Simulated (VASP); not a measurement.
Calculation: LDA (Ceperley-Alder, Perdew-Zunger), VASP's LDA PAW potentials (set 64) (plane waves; VASP).

VASP input:

**KPOINTS**
```
Automatic mesh
0
Gamma
4 4 4
0 0 0
```

File POSCAR:
```
Hf
1
    3.1064270000     0.0000000000     0.0000000000
   -1.5532130000     2.6902440000     0.0000000000
    0.0000000000     0.0000000000     9.9949490000
Hf
4
Direct
  0.0000000000   0.0000000000   0.0000000000
  0.0000000000   0.0000000000   0.5000000000
  0.3333330000   0.6666670000   0.2500000000
  0.6666670000   0.3333330000   0.7500000000
```

INCAR:
```
SYSTEM = Hf
PREC = Accurate
ENCUT = 300
EDIFF = 1E-6
NELM = 100
ALGO = Normal
LREAL = .FALSE.
LASPH = .TRUE.
ISMEAR = -1
SIGMA = 0.1
LMAXMIX = 6
LWAVE = .FALSE.
LCHARG = .FALSE.
ISIF = 2
```

POTCAR, in this order: Hf_pv (LDA.64 set). Program: vasp_std.

Gaps are read on the run's mesh, which can miss a band edge. Unless said otherwise, spin-orbit coupling is left out, though it shifts the bands of the heavy elements here.

Q: Estimate the energy per atom (σ→0), band gap (on the k-mesh).

A: 
| Quantity | Result |
|---|---|
| energy per atom (σ→0) | -10.610 eV/atom |
| band gap (on the k-mesh) | none (metal, semimetal or under 0.01 eV) |

OSZICAR:
```
...
DAV:   8    -0.425406345951E+02    0.20481E-01   -0.28149E-01   720   0.285E+00    0.263E+00
DAV:   9    -0.425321754104E+02    0.84592E-02   -0.96167E-02   720   0.174E+00    0.136E+00
DAV:  10    -0.425311165838E+02    0.10588E-02   -0.12679E-02   720   0.650E-01    0.445E-01
DAV:  11    -0.425311260580E+02   -0.94742E-05   -0.48239E-04   704   0.133E-01    0.909E-02
DAV:  12    -0.425311191969E+02    0.68611E-05   -0.57684E-05   728   0.475E-02    0.188E-01
DAV:  13    -0.425311176047E+02    0.15922E-05   -0.52500E-06   680   0.138E-02    0.834E-03
DAV:  14    -0.425311175712E+02    0.33517E-07   -0.18808E-07   464   0.329E-03
   1 F= -.42531118E+02 E0= -.42441227E+02  d E =-.179781E+00
```

The structure was generated: Hf was put into an ordered model structure, which need not be its known phase. The cell was not relaxed at this level. The k-mesh is coarse (spacing up to 0.58 per Å, 2π included), so the numbers may not be converged in it. The run is one of a series of settings (GGA removed, KPOINTS 4×4×4 Γ-centred mesh, POTCAR Hf_pv (LDA.64 set) against the base run), some of them coarse on purpose. VASP warned that the highest band is occupied, so more bands are needed.
